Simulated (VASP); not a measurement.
The system is GaSn.

```
Ga Sn
1.0
     0.00000    2.90288    3.09822
     2.72925    0.00000    3.09822
     2.72925    2.90288    0.00000
Ga Sn
1 1
Direct
  0.50000 0.50000 0.50000
  0.00000 0.00000 0.00000
```

The cell was built by a generator and needn't be a form met in nature.

- Program: VASP 6.6.1
- Task: relaxation of cell and atoms
- Functional: SCAN
- Dispersion: D3(BJ)
- Potentials or basis: VASP PAW PBE potentials, release 64 (Ga_d, Sn_d)
- Cutoff: 600 eV
- k mesh: 8 × 8 × 8
- Occupations: fermi-dirac, width 0.05 eV
- Spin: no spin polarisation

At the start: pressure -1.7 GPa; volume 24.55 Å³/atom.

Where does the relaxation end?

Over 8 steps the energy falls by 71.0 meV/atom and the volume is 23.15 Å³/atom (-5.7 %); space group Fm-3m (No. 225, to 0.05 Å).

Step by step:
```csv
step,energy change (eV),largest force (eV/Å),pressure (GPa),volume (Å³)
1,0.0000,0.0000,-1.71,49.09
2,-0.1143,0.0000,-0.90,47.19
3,-0.1420,0.0000,0.52,45.87
4,-0.1420,0.0000,0.43,45.93
5,-0.1419,0.0000,0.35,46.00
6,-0.1419,0.0000,-0.11,46.38
7,-0.1419,0.0000,-0.08,46.35
8,-0.1421,0.0000,-0.02,46.31
```

Final structure:
```yaml
crystal:
  lattice:
    - [0.00000, 2.85023, 2.85051]
    - [2.84977, 0.00000, 2.85051]
    - [2.84977, 2.85023, 0.00000]
  atoms:
    - { symbol: Ga, position: [0.50000, 0.50000, 0.50000] }
    - { symbol: Sn, position: [0.00000, 0.00000, 0.00000] }
```

Caveat: the PAW data sets were made with another functional, which shifts forces and pressure a little; pairwise dispersion overbinds metals, which lowers pressure and volume.
